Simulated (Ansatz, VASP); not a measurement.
## PtSe2 (Sudovikovite) in two plane-wave programs

Wanted: the spread between two codes on one cell, functional and k mesh. The cell is taken from a series of runs on this material, whose earlier steps may have relaxed, scaled, displaced or heated it; both programs get it as it stands.

Calculated with Ansatz 0.2.0; plane waves, with VASP 6.6.1 beside it; zone-centre phonons at PBEsol with D3(BJ).

**1. The starting structure**

It takes space group P-3m1 (No. 164, trigonal). The conventional cell has a = 3.748 Å, b = 3.748 Å, c = 4.700 Å, α = 90.00°, β = 90.00°, γ = 120.00°. Se has 3 Pt at 2.51 Å nearest. Nearest to Pt lie 6 Se at 2.51 Å. Farther neighbours and most contacts between anions are not listed.

Coordinates:

```
Se Pt
1.0
     3.74827    0.00000    0.00000
    -1.87414    3.24610    0.00000
     0.00000    0.00000    4.69958
Se Pt
2 1
Direct
  0.33333 0.66667 0.26868
  0.66667 0.33333 0.73132
  0.00000 0.00000 0.00000
```

**2. VASP: zone-centre phonons, PBEsol with D3(BJ)**

Second derivatives magnify differences that forces hide, and they need a tight electronic threshold.

Lines of VASP's logs that name or quote its potential files are left out, and so is its time.

File INCAR:

```
SYSTEM = PtSe2
PREC = Accurate
ENCUT = 500
EDIFF = 1E-08
NELM = 120
ISMEAR = 1
SIGMA = 0.2
LREAL = .FALSE.
ALGO = Normal
GGA = PS
IVDW = 12
NBANDS = 17
LASPH = .TRUE.
LORBIT = 11
LWAVE = .FALSE.
LCHARG = .FALSE.
ISIF = 2
IBRION = 6
NFREE = 2
POTIM = 0.015
NSW = 1
GGA_COMPAT = .FALSE.
KPAR = 2
```

File POSCAR:

```
PtSe2
1.0
    3.7482747979      0.0000000000      0.0000000000
   -1.8741373989      3.2461011953      0.0000000000
    0.0000000000      0.0000000000      4.6995832312
Se Pt
2 1
Direct
    0.3333333333      0.6666666667      0.2686844330
    0.6666666667      0.3333333333      0.7313155670
    0.0000000000      0.0000000000      0.0000000000
```

File KPOINTS:

```
Automatic mesh
0
Gamma
15 15 8
0 0 0
```

PAW data sets: Se and Pt (PBE family, release 64).

Run with:

```console
$ mpirun -np 2 vasp_std
```

Numbers of over 12 decimals in the logs are rounded to 6 here.

The log of the run:

```text
[banner, memory and clock lines left out]
running    2 mpi-ranks, on    1 nodes
 distrk:  each k-point on    1 cores,    2 groups
 distr:  one band on    1 cores,    1 groups

 POSCAR found type information on POSCAR SePt
 POSCAR found :  2 types and       3 ions
|                                                                             |
|               ----> ADVICE to this user running VASP <----                  |
|                                                                             |
|     You enforced a specific xc type in the INCAR file but a different       |
|     [... a line on the potential file left out ...]
|     I HOPE YOU KNOW WHAT YOU ARE DOING!                                     |
|                                                                             |

 LDA part: xc-table for (Slater+PW92), standard interpolation
 POSCAR, INCAR and KPOINTS ok, starting setup
 FFT: planning ... GRIDC
 FFT: planning ... GRID_SOFT
 FFT: planning ... GRID
 WAVECAR not read
 entering main loop
       N       E                     dE             d eps       ncg     rms          rms(c)
DAV:   1     0.106604488781E+03    0.10660E+03   -0.10061E+04  6656   0.111E+03
DAV:   2    -0.121648048841E+02   -0.11877E+03   -0.11525E+03  8293   0.217E+02
DAV:   3    -0.166570474034E+02   -0.44922E+01   -0.44617E+01  7703   0.432E+01
DAV:   4    -0.166884301585E+02   -0.31383E-01   -0.31369E-01  8460   0.393E+00
DAV:   5    -0.166887242389E+02   -0.29408E-03   -0.29407E-03  8091   0.361E-01    0.130E+01
DAV:   6    -0.161230512162E+02    0.56567E+00   -0.46923E+00  6653   0.194E+01    0.796E+00
DAV:   7    -0.159153109162E+02    0.20774E+00   -0.86608E-01  6645   0.932E+00    0.394E+00
DAV:   8    -0.158915962220E+02    0.23715E-01   -0.58951E-02  7166   0.171E+00    0.822E-01
DAV:   9    -0.158887617648E+02    0.28345E-02   -0.72018E-03  7390   0.806E-01    0.197E-01
DAV:  10    -0.158887697614E+02   -0.79966E-05   -0.10971E-03  7498   0.212E-01    0.359E-02
DAV:  11    -0.158887682446E+02    0.15168E-05   -0.45277E-05  8392   0.550E-02    0.236E-02
DAV:  12    -0.158887679148E+02    0.32982E-06   -0.29492E-06  7401   0.126E-02    0.474E-03
DAV:  13    -0.158887678990E+02    0.15846E-07   -0.55571E-07  8369   0.535E-03    0.127E-03
DAV:  14    -0.158887678945E+02    0.44224E-08   -0.38560E-08  7592   0.148E-03
   1 F= -.17253348E+02 E0= -.17253824E+02  d E =0.142794E-02
[... from here on, the cycles between the ionic steps are left out ...]
   2 F= -.17252466E+02 E0= -.17252937E+02  d E =0.141236E-02
   3 F= -.17252466E+02 E0= -.17252937E+02  d E =0.141227E-02
   4 F= -.17252402E+02 E0= -.17252879E+02  d E =0.143098E-02
   5 F= -.17251945E+02 E0= -.17252402E+02  d E =0.137288E-02
   6 F= -.17251607E+02 E0= -.17252087E+02  d E =0.144146E-02
   7 F= -.17251607E+02 E0= -.17252087E+02  d E =0.144152E-02
   8 F= -.17251588E+02 E0= -.17252062E+02  d E =0.142238E-02
 Finite differences progress:
  Degree of freedom:   4/  4
  Displacement:        1/  2
  Total:               7/  8
 bond charge predicted
       N       E                     dE             d eps       ncg     rms          rms(c)
DAV:   1    -0.158819912108E+02    0.50167E-02   -0.48733E+00  6539   0.114E+01    0.328E-01
DAV:   2    -0.158878169378E+02   -0.58257E-02   -0.59893E-02  7300   0.172E+00    0.203E-01
DAV:   3    -0.158873553890E+02    0.46155E-03   -0.12492E-03  8315   0.237E-01    0.147E-01
DAV:   4    -0.158870179199E+02    0.33747E-03   -0.17787E-03  6943   0.219E-01    0.305E-02
DAV:   5    -0.158870144365E+02    0.34833E-05   -0.49013E-05  7222   0.529E-02    0.175E-02
DAV:   6    -0.158870087473E+02    0.56893E-05   -0.12791E-05  7208   0.237E-02    0.753E-03
DAV:   7    -0.158870080221E+02    0.72518E-06   -0.10854E-05  7818   0.173E-02    0.307E-03
DAV:   8    -0.158870078627E+02    0.15942E-06   -0.72704E-07  6989   0.505E-03    0.932E-04
DAV:   9    -0.158870078573E+02    0.53260E-08   -0.10903E-07  8219   0.178E-03    0.325E-04
DAV:  10    -0.158870078574E+02   -0.27512E-10   -0.95062E-09  3500   0.615E-04
   9 F= -.17251588E+02 E0= -.17252062E+02  d E =0.142239E-02
 Finite differences progress:
  Degree of freedom:   4/  4
  Displacement:        2/  2
  Total:               8/  8
```

Parts of OUTCAR (step 2):

```text
ion  position               nearest neighbor table
   1  0.333  0.667  0.269-   3 2.51   3 2.51   3 2.51
   2  0.667  0.333  0.731-   3 2.51   3 2.51   3 2.51
   3  0.000  0.000  0.000-   1 2.51   2 2.51   1 2.51   2 2.51   2 2.51   1 2.51

  LATTYP: Found a hexagonal cell.
 ALAT       =     3.7482747979
 C/A-ratio  =     1.2537990101

 Subroutine GETGRP returns: Found 12 space group operations
 (whereof 12 operations were pure point group operations)

The static configuration has the point symmetry D_3d.

 Found    192 irreducible k-points:

   k-points           NKPTS =    192   k-points in BZ     NKDIM =    192   number of bands    NBANDS=     17

   dimension x,y,z NGX =    28 NGY =   28 NGZ =   36
   dimension x,y,z NGXF=    56 NGYF=   56 NGZF=   72

   ENCUT  =  500.0 eV  36.75 Ry    6.06 a.u.   6.83  6.83  8.57*2*pi/ulx,y,z

   NELECT =      22.0000    total number of electrons

 k-points in reciprocal lattice and weights: Automatic mesh
   0.00000000  0.00000000  0.00000000       0.001
   0.06666667  0.00000000  0.00000000       0.003
   0.13333333 -0.00000000  0.00000000       0.003
   0.20000000  0.00000000  0.00000000       0.003
   0.26666667 -0.00000000  0.00000000       0.003
   0.33333333  0.00000000  0.00000000       0.003
   0.40000000  0.00000000  0.00000000       0.003
   0.46666667 -0.00000000  0.00000000       0.003
   0.06666667  0.06666667  0.00000000       0.003
[...]
0.33333333  0.26666667  0.50000000       0.007
   0.33333333  0.33333333  0.50000000       0.001

 Edisp (eV)   -1.36458

 average (electrostatic) potential at core
       1 -52.0576       2 -52.0871       3 -67.7683

 E-fermi :   7.0473

 k-point     1 :       0.0000    0.0000    0.0000
  band No.  band energies     occupation
    ...
      6       3.1624      2.00000
      7       3.1624      2.00000
      8       4.5705      2.00000
      9       6.0428      2.00000
     10       6.0428      2.00000
     11       7.9966     -0.00000
     12       8.0741     -0.00000
     13       8.0741     -0.00000
     14      10.1382     -0.00000
     15      11.2914      0.00000
    ...

 k-point     2 :       0.0667    0.0000    0.0000
  band No.  band energies     occupation
    ...
      6       3.0972      2.00000
      7       3.1258      2.00000
      8       4.4580      2.00000
      9       5.8004      2.00000
     10       5.9465      2.00000
     11       7.3726     -0.04365
     12       8.1619     -0.00000
     13       8.5588     -0.00000
     14      10.4819     -0.00000
     15      11.5938      0.00000
    ...

 k-point     3 :       0.1333   -0.0000    0.0000
  band No.  band energies     occupation
    ...
      7       3.0310      2.00000
      8       4.1149      2.00000
      9       5.3783      2.00000
     10       5.6871      2.00000
     11       6.7343      2.04938
     12       8.3966     -0.00000
     13       8.8206     -0.00000
     14      11.2285      0.00000
     15      12.3085      0.00000
     16      13.7540      0.00000
    ...

 Edisp (eV)   -1.36458

  Total      -0.49054    -0.49054    -0.50821    -0.00000     0.00000    -0.00000
  in kB     -13.74470   -13.74470   -14.23975    -0.00000     0.00000    -0.00000
  external pressure =      -13.91 kB  Pullay stress =        0.00 kB

  energy-cutoff  :      500.00
  volume of cell :       57.18
      direct lattice vectors                 reciprocal lattice vectors
     3.748274798  0.000000000  0.000000000     0.266789404  0.154030934  0.000000000
    -1.874137399  3.246101195  0.000000000     0.000000000  0.308061869  0.000000000
     0.000000000  0.000000000  4.699583231     0.000000000  0.000000000  0.212784826

 POSITION                                       TOTAL-FORCE (eV/Angst)
 -----------------------------------------------------------------------------------
     -0.00000      2.16407      1.26270        -0.000000      0.000000     -0.100812
      1.87414      1.08203      3.43688         0.000000     -0.000000     -0.133874
      0.00000      0.00000     -0.01500        -0.000000      0.000000      0.234686
 -----------------------------------------------------------------------------------
    total drift:                                0.000000     -0.000000      0.000057

  FREE ENERGIE OF THE ION-ELECTRON SYSTEM (eV)
  ---------------------------------------------------
  free  energy   TOTEN  =       -17.2515882302 eV

  energy  without entropy=      -17.2530106186  energy(sigma->0) =      -17.25206236

 Eigenvectors and eigenvalues of the dynamical matrix
 ----------------------------------------------------

   1 f  =    6.619003 THz    41.588420 2PiTHz  220.786160 cm-1    27.373983 meV
             X         Y         Z           dx          dy          dz
     -0.000000  2.164067  1.262705     0.000000   -0.000000   -0.525659
      1.874137  1.082034  3.436878     0.000000   -0.000000   -0.525659
      0.000000  0.000000  0.000000     0.000000   -0.000000    0.668854

   2 f  =    6.586145 THz    41.381968 2PiTHz  219.690141 cm-1    27.238094 meV
             X         Y         Z           dx          dy          dz
     -0.000000  2.164067  1.262705    -0.481768   -0.210225    0.000000
      1.874137  1.082034  3.436878    -0.481768   -0.210225   -0.000000
      0.000000  0.000000  0.000000     0.613062    0.267516    0.000000

   3 f  =    6.586145 THz    41.381968 2PiTHz  219.690141 cm-1    27.238094 meV
             X         Y         Z           dx          dy          dz
     -0.000000  2.164067  1.262705    -0.210225    0.481768   -0.000000
      1.874137  1.082034  3.436878    -0.210225    0.481768    0.000000
      0.000000  0.000000  0.000000     0.267516   -0.613062    0.000000

   4 f  =    6.358326 THz    39.950543 2PiTHz  212.090940 cm-1    26.295913 meV
             X         Y         Z           dx          dy          dz
     -0.000000  2.164067  1.262705    -0.000000   -0.000000   -0.707107
      1.874137  1.082034  3.436878    -0.000000   -0.000000    0.707107
      0.000000  0.000000  0.000000     0.000000    0.000000    0.000000

   5 f  =    4.958801 THz    31.157067 2PiTHz  165.407803 cm-1    20.507945 meV
             X         Y         Z           dx          dy          dz
     -0.000000  2.164067  1.262705    -0.648091   -0.282804   -0.000000
      1.874137  1.082034  3.436878     0.648091    0.282804    0.000000
      0.000000  0.000000  0.000000    -0.000000   -0.000000    0.000000

   6 f  =    4.958801 THz    31.157067 2PiTHz  165.407803 cm-1    20.507945 meV
             X         Y         Z           dx          dy          dz
     -0.000000  2.164067  1.262705    -0.282804    0.648091    0.000000
      1.874137  1.082034  3.436878     0.282804   -0.648091   -0.000000
      0.000000  0.000000  0.000000    -0.000000    0.000000    0.000000

   7 f/i=    0.000002 THz     0.000013 2PiTHz    0.000070 cm-1     0.000009 meV
             X         Y         Z           dx          dy          dz
     -0.000000  2.164067  1.262705    -0.000000    0.000000    0.472951
      1.874137  1.082034  3.436878    -0.000000    0.000000    0.472951
      0.000000  0.000000  0.000000    -0.000000    0.000000    0.743394

   8 f/i=    0.000299 THz     0.001879 2PiTHz    0.009973 cm-1     0.001236 meV
             X         Y         Z           dx          dy          dz
     -0.000000  2.164067  1.262705     0.471335    0.039351   -0.000000
      1.874137  1.082034  3.436878     0.471335    0.039351   -0.000000
      0.000000  0.000000  0.000000     0.740786    0.061847   -0.000000

   9 f/i=    0.000299 THz     0.001879 2PiTHz    0.009973 cm-1     0.001236 meV
             X         Y         Z           dx          dy          dz
     -0.000000  2.164067  1.262705    -0.039351    0.471335   -0.000000
      1.874137  1.082034  3.436878    -0.039351    0.471335   -0.000000
      0.000000  0.000000  0.000000    -0.061847    0.740786   -0.000000

 ELASTIC MODULI CONTR FROM IONIC RELAXATION (kBar)
 Direction    XX          YY          ZZ          XY          YZ          ZX
 --------------------------------------------------------------------------------
 XX        -571.1132   -333.1980   -488.9765     -0.0000    231.8238      0.0000
 YY        -333.1980   -571.1132   -488.9765     -0.0000   -231.8238     -0.0000
 ZZ        -488.9765   -488.9765   -528.7958     -0.0000     -0.0000     -0.0000
 XY          -0.0000     -0.0000     -0.0000   -118.9576     -0.0000    231.8244
 YZ         231.8238   -231.8238     -0.0000     -0.0000   -451.7767     -0.0000
 ZX           0.0000     -0.0000     -0.0000    231.8244     -0.0000   -451.7792
 --------------------------------------------------------------------------------

 total charge
# of ion       s       p       d       tot
------------------------------------------
    1        1.489   2.214   0.078   3.782
    2        1.489   2.214   0.078   3.782
    3        0.682   0.700   8.051   9.432
--------------------------------------------------
tot          3.660   5.128   8.207  16.995

[... 3 further parts left out ...]
```

CONTCAR:

```
PtSe2
   1.00000000000000
     3.7482747979000002    0.0000000000000000    0.0000000000000000
    -1.8741373989000001    3.2461011953000001    0.0000000000000000
     0.0000000000000000    0.0000000000000000    4.6995832312000001
  Se              Pt
     2     1
Direct
     0.3333333332999970    0.6666666667000030    0.2686844329999971
     0.6666666667000030    0.3333333332999970    0.7313155670000029
     0.0000000000000000    0.0000000000000000   -0.0031917723896061
```

The last energy, forces, stress and levels in OUTCAR belong to the last displaced cell, not to the cell of POSCAR.

Levels, forces or a CONTCAR printed for this step are those of its last displaced cell, not of the structure at rest.

[end of part 1 of 2]

[Lines on the potential files, build, host, timing and source positions are cut from VASP's logs without a mark.]

[Logs are printed without paths, hosts, clocks, repeated set-up lines and the standing remarks that a program may print on its own settings, such as how far it seeks lower states.]

[Hosts, paths, dates, database ids (printed as entryN), source tags and the programs' standing remarks are cut or masked in the printed files.]
